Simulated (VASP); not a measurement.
```xyz
3
Lattice="0.0000 2.7050 2.7050 2.7050 0.0000 2.7050 2.7050 2.7050 0.0000" Properties=species:S:1:pos:R:3 pbc="T T T"
Si     1.3525     1.3525     1.3525
Si     4.0575     4.0575     4.0575
Ni     0.0000     0.0000     0.0000
```

The base run (VASP): PBE GGA, plane waves, VASP's PBE PAW potentials (set 64). Settings: 400 eV cut-off, 9×9×9 Γ-centred mesh, first-order Methfessel-Paxton smearing of 0.10 eV, potentials Si Ni.

One setting is varied; ΔE counts from the most expensive setting. The base run took about 8 core-seconds. Costs are core time on shared hosts, one run each; read them as rough ratios.

Pressures at a finite cut-off, here 400 eV, hold a Pulay part, which wasn't tested here.

```csv
setting,cost over the base run,electronic steps,ΔE (meV/atom),pressure (GPa)
"KGAMMA = .TRUE., KSPACING = 0.8, KPOINTS file removed",about 1/2,16,105.3,-0.16
"KGAMMA = .FALSE., KSPACING = 0.3, KPOINTS file removed",within a factor of 2,14,-5.6,2.37
"KGAMMA = .FALSE., KSPACING = 0.35, KPOINTS file removed",within a factor of 2,14,-0.5,2.00
"KGAMMA = .FALSE., KSPACING = 0.4, KPOINTS file removed",within a factor of 2,14,-0.5,2.00
base run,reference,14,-1.5,3.28
"KGAMMA = .FALSE., KSPACING = 0.16, KPOINTS file removed",within a factor of 2,14,0.0,2.50
```

Left out are runs that failed, have no time on record or changed the cell.

The compound is NiSi2 in the fluorite structure. The cell was not relaxed at this level.
